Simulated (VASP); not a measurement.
An input for Quantum ESPRESSO's pw.x (written as the equivalent of a VASP run, and not itself run):

```
&CONTROL
  calculation = 'vc-relax'
  pseudo_dir = './pseudo'
  outdir = './out'
  tprnfor = .true.
  tstress = .true.
  nstep = 60
  forc_conv_thr = 0.00039
/
&SYSTEM
  ibrav = 0
  nat = 2
  ntyp = 2
  ecutwfc = 82.3
  occupations = 'smearing'
  smearing = 'gaussian'
  degauss = 0.003675
  input_dft = 'pz'
/
&ELECTRONS
  conv_thr = 7.3e-08
  electron_maxstep = 100
/
&IONS
/
&CELL
/
ATOMIC_SPECIES
  Sr 87.620 Sr.upf
  Te 127.600 Te.upf
CELL_PARAMETERS angstrom
    -0.0000000    3.2672330    3.2672330
     3.2672330   -0.0000000    3.2672330
     3.2672330    3.2672330    0.0000000
ATOMIC_POSITIONS crystal
  Sr   0.0000000  0.0000000  0.0000000
  Te   0.5000000  0.5000000  0.5000000
K_POINTS automatic
  6 6 6 0 0 0
```

**Question.** Write the VASP files for the same calculation (LDA).

**Answer.** Several could match; the one computed here: 
POSCAR:
```
SrTe
1.0
  0.0000000000   3.2672329875   3.2672329875
  3.2672329875   0.0000000000   3.2672329875
  3.2672329875   3.2672329875   0.0000000000
Sr Te
1 1
Cartesian
  0.0000000000   0.0000000000   0.0000000000
  3.2672329875   3.2672329875   3.2672329875
```

KPOINTS:
```
Automatic mesh
0
Gamma
6 6 6
0 0 0
```

**INCAR**
```
# general
SYSTEM =SrTe
PREC   =Accurate
ENCUT  =400   # plane-wave cut-off (eV)
LREAL  =.FALSE.
LASPH  =.TRUE.   # aspherical one-centre terms

# electronic loop
EDIFF  =1E-6   # SCF stop (eV)
NELM   =100   # most electronic steps
ALGO   =Normal   # blocked Davidson
LMAXMIX=4   # l cut-off of mixed one-centre charges

# smearing
ISMEAR =0   # Gaussian
SIGMA  =0.05

# ions
IBRION =2   # conjugate gradients
NSW    =60   # most ionic steps
ISIF   =3
EDIFFG =-0.01

# output
LWAVE  =.FALSE.
LCHARG =.FALSE.
```

POTCAR, in this order: Sr_sv Te (LDA.64 set). Program: vasp_std.

What does not carry over: the potentials are each code's own (VASP's PAW set, PseudoDojo norm-conserving files in pw.x), so ENCUT and ecutwfc are chosen apart and not converted; conv_thr bounds pw.x's estimated SCF error, while EDIFF bounds the energy change between steps; forc_conv_thr acts on force components and is met together with etot_conv_thr.

The structure comes from a computed database's SrTe entry (Fm-3m); how it stands against other phases isn't given here. It was relaxed first, which changed the volume by -8 %. The start is the result of an earlier pass.
